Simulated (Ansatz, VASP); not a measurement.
# Cross-check of Cd2TeS between VASP and Ansatz, part 2 of 2

Aim: how closely do two programs agree when they are given the same cell, functional and k mesh? The structure shown is frame 16 of Ansatz's trajectory.

VASP 6.6.1 and Ansatz 0.2.0.

So far: The starting structure; Ansatz: dynamics, LDA.

## (3) VASP: single point, LDA

Level of this step: LDA; plane waves and PAW (Cd, S, Te) (VASP).

The same cell, functional (in two slightly different forms), mesh and smearing now go to VASP, with its own data sets.

Lines of VASP's logs that name or quote its potential files are left out, and so is its time.

INCAR reads:

```
SYSTEM = Cd2TeS
PREC = Accurate
ENCUT = 400
EDIFF = 1E-06
NELM = 120
ISMEAR = -1
SIGMA = 0.05
LREAL = Auto
ALGO = Normal
GGA = PW92
NBANDS = 320
LORBIT = 11
LWAVE = .FALSE.
LCHARG = .FALSE.
ISIF = 2
LASPH = .TRUE.
GGA_COMPAT = .FALSE.
NCORE = 2
```

POSCAR reads:

```
Cd2TeS
1.0
   12.0850000000      0.0000000000      0.0000000000
    0.0000000000     12.0850000000      0.0000000000
    0.0000000000      0.0000000000     12.0850000000
Cd S Te
30 15 15
Direct
    0.4741001241      0.3397931320      0.5551427389
    0.7023003724      0.6092345883      0.2163756723
    0.9744228382      0.1101282582      0.4987587919
    0.5533223004      0.7583698800      0.7835498552
    0.3825486140      0.5582623086      0.3020935043
    0.6684319404      0.0840711626      0.7128092677
    0.3277203144      0.5457343815      0.6015142739
    0.0326685974      0.4045097228      0.7758378155
    0.1638560199      0.3894828300      0.0338187836
    0.0240546132      0.0549855192      0.8021928010
    0.3768059578      0.0056102607      0.6371121225
    0.8804468349      0.1716673562      0.1802068680
    0.7307240381      0.3478278858      0.5191477038
    0.7548779479      0.2316177079      0.9045014481
    0.0623831196      0.7471162598      0.4116839057
    0.5410674390      0.8249151841      0.4594786926
    0.7169714522      0.8750599917      0.0134133223
    0.2865701283      0.1838394704      0.3172941663
    0.4546628051      0.9104757964      0.1866032271
    0.4640049648      0.5804633844      0.9866776996
    0.6210177906      0.2570707489      0.2710384775
    0.8593049235      0.6032105916      0.9152254861
    0.2616218453      0.2011915598      0.7479437319
    0.2157633430      0.6588249897      0.8981133637
    0.4665949524      0.1839718659      0.9914356640
    0.9348696731      0.3780223417      0.3350103434
    0.1576996276      0.9129416632      0.6825403393
    0.8621100538      0.8447000414      0.6984195283
    0.0758129913      0.9080513033      0.1132726520
    0.7620521307      0.6184940008      0.6421017791
    0.5023665701      0.6860405461      0.2062887878
    0.5716094332      0.3252544477      0.8852627224
    0.2533471245      0.4832602400      0.7955978486
    0.0205378568      0.7160612329      0.1882167977
    0.6918328506      0.6791477038      0.4358543649
    0.4035084816      0.7731237071      0.6535705420
    0.9202482416      0.4474224245      0.5282995449
    0.4275961936      0.3460736450      0.3397848573
    0.8086636326      0.7174679355      0.0819693835
    0.2564997931      0.9777327265      0.2593793959
    0.6985436492      0.9097476210      0.8083243691
    0.3963260240      0.3930244104      0.0778899462
    0.7646421183      0.3971534961      0.1846255689
    0.8050558544      0.1722134878      0.3626644601
    0.5037898221      0.2036822507      0.7146545304
    0.0275879189      0.6834257344      0.7627885809
    0.8889366984      0.3942159702      0.9855275134
    0.1168390567      0.2299462143      0.1675134464
    0.3999007034      0.8174844849      0.9771700455
    0.8611832851      0.8518907737      0.4764253206
    0.1447993380      0.5183533306      0.4688539512
    0.1872238312      0.6089449731      0.1612577576
    0.8901861812      0.2080430285      0.7042863053
    0.2662805130      0.8763673976      0.4201572197
    0.6385022755      0.0218121638      0.4490690939
    0.2449151841      0.0438394704      0.9476458420
    0.6017045925      0.0906081920      0.1333967729
    0.9143897393      0.0170624741      0.0129913115
    0.1621431527      0.2199834506      0.5072072818
    0.6499958626      0.5518907737      0.8403061647
```

KPOINTS reads:

```
Automatic mesh
0
Gamma
1 1 1
0 0 0
```

The projector-augmented-wave data sets are Cd, S and Te (LDA family, release 64).

Started as:

```bash
mpirun -np 8 vasp_gam
```

Numbers of over 12 decimals in the logs are rounded to 6 here.

The program printed:

```text
[banner, memory and clock lines left out]
running    8 mpi-ranks, on    1 nodes
[...]
|                                                                             |
|               ----> ADVICE to this user running VASP <----                  |
|                                                                             |
|     You enforced a specific xc type in the INCAR file but a different       |
|     [... a line on the potential file left out ...]
|     I HOPE YOU KNOW WHAT YOU ARE DOING!                                     |
|                                                                             |

 LDA part: xc-table for (Slater(with rela. corr.)+PW92), standard interpolation
 POSCAR, INCAR and KPOINTS ok, starting setup
[...]
entering main loop
       N       E                     dE             d eps       ncg     rms          rms(c)
DAV:   1     0.429254248758E+04    0.42925E+04   -0.24660E+05   648   0.132E+03
DAV:   2     0.177561746906E+03   -0.41150E+04   -0.39770E+04   712   0.375E+02
DAV:   3    -0.173950830512E+03   -0.35151E+03   -0.34306E+03   720   0.102E+02
DAV:   4    -0.186095551173E+03   -0.12145E+02   -0.12010E+02   712   0.151E+01
[...]
DAV:  15    -0.171611186205E+03    0.33730E-05   -0.18837E-04   688   0.329E-02    0.448E-02
DAV:  16    -0.171611188120E+03   -0.19154E-05   -0.41264E-05   680   0.153E-02    0.178E-02
DAV:  17    -0.171611187567E+03    0.55313E-06   -0.79162E-06   552   0.487E-03
   1 F= -.17161119E+03 E0= -.17153559E+03  d E =-.151189E+00
```

From OUTCAR (step 3):

```text
  Total      -39.5299932    -32.9219293    -27.7148148     -3.4226365     -9.8598950      5.9218997
  in kB      -35.8837116    -29.8851814    -25.1583757     -3.1069295     -8.9504096      5.3756584
  external PRESSURE =     -30.3090896 kB  Pullay stress =       0.0000000 kB

 POSITION                                       TOTAL-FORCE (eV/Angst)
 -----------------------------------------------------------------------------------
      5.72950      4.10640      6.70890         0.384122      0.138681     -0.563465
      8.48730      7.36260      2.61490        -0.313779     -0.339334      0.459825
     11.77590      1.33090      6.02750        -1.060488     -0.868424     -0.347650
      6.68690      9.16490      9.46920         0.058818      0.059199      0.340265
      4.62310      6.74660      3.65080        -0.354228     -0.816521      0.013014
      8.07800      1.01600      8.61430         0.134384      0.080842     -0.936537
      3.96050      6.59520      7.26930         0.128758      0.333326      0.526937
      0.39480      4.88850      9.37600         0.243664      0.308751      0.328641
      1.98020      4.70690      0.40870         0.932171      1.190139     -0.476898
      0.29070      0.66450      9.69450         0.399522     -0.266421      0.331511
      4.55370      0.06780      7.69950         0.386817     -0.063999     -0.120957
     10.64020      2.07460      2.17780         0.637211      0.171734     -0.537347
      8.83080      4.20350      6.27390        -0.207010      0.123482      0.045726
      9.12270      2.79910     10.93090        -0.266695      0.104361     -0.150857
[...]
-----------------------------------------------------------------------------------
    total drift:                                0.005350     -0.002416     -0.006257

  FREE ENERGIE OF THE ION-ELECTRON SYSTEM (eV)
  ---------------------------------------------------
  free  energy   TOTEN  =      -171.6111875670 eV

  energy  without entropy=     -171.4599989806  energy(sigma->0) =     -171.53559327

[... 2 further parts left out ...]
[key lines of the parts left out:]
E-fermi :   2.5276
```

The run ends at a pressure of -3.03 GPa, with forces up to 2.3 eV/Å.

## (4) Side by side

Known differences besides the potentials themselves: the data sets hold 930 valence electrons in Ansatz (on its default PAW (the set named soft_2) files) and 540 in VASP; the cutoff is 420 eV in Ansatz and 400 eV in VASP (PREC = Accurate, projectors in real space); VASP's log shows a relativistic correction to its local exchange, Ansatz's none. Total energies have different zeros and are not compared.

Forces on 10 of the 60 atoms, those with the largest forces and the largest differences (eV/Å; atoms numbered as in POSCAR):

| atom | Ansatz x, y, z | VASP x, y, z |
| --- | --- | --- |
| Cd9 | 0.931, 1.155, -0.436 | 0.932, 1.190, -0.477 |
| Cd17 | -0.147, 0.712, -0.151 | -0.183, 0.759, -0.137 |
| Cd21 | -0.261, 1.385, 0.806 | -0.280, 1.413, 0.834 |
| Cd25 | -1.166, 0.801, -0.347 | -1.218, 0.785, -0.358 |
| S37 | 0.104, 0.534, 0.279 | 0.127, 0.568, 0.321 |
| S40 | 0.269, 0.788, -1.557 | 0.251, 0.781, -1.569 |
| S44 | 0.783, 0.314, 0.732 | 0.763, 0.296, 0.797 |
| Te47 | 1.797, -0.156, -0.012 | 1.822, -0.167, 0.016 |
| Te54 | 0.429, -1.414, 1.702 | 0.442, -1.422, 1.712 |
| Te57 | 0.076, -1.893, -0.336 | 0.103, -1.941, -0.349 |

The forces differ by 21 meV/Å r.m.s., which is 3.7 % of the r.m.s. force of 0.578 eV/Å (both taken over all components).

## (5) Summary of results

```
r.m.s. force difference (single point, LDA) : 3.7 % of the r.m.s. force
```

**Reading.** The r.m.s. force difference is 3.7 % of the r.m.s. force (single point, LDA), beyond the 3 % picked in this series as the mark of a large difference. The data sets hold unlike numbers of valence electrons (930 in Ansatz and 540 in VASP), so part of the differences comes from the potentials. What causes the difference of the single point, LDA pair stays open here. 2 further runs of this series are not shown here. Such differences can come from data sets, numerical settings and the points named under the comparisons, not from the functional's error against experiment.

[Lines on the potential files, build, host, timing and source positions are cut from VASP's logs without a mark.]

[Logs are printed without paths, hosts, clocks, repeated set-up lines and the standing remarks that a program may print on its own settings, such as how far it seeks lower states.]

[Hosts, paths, dates, database ids (printed as entryN), source tags and the programs' standing remarks are cut or masked in the printed files.]
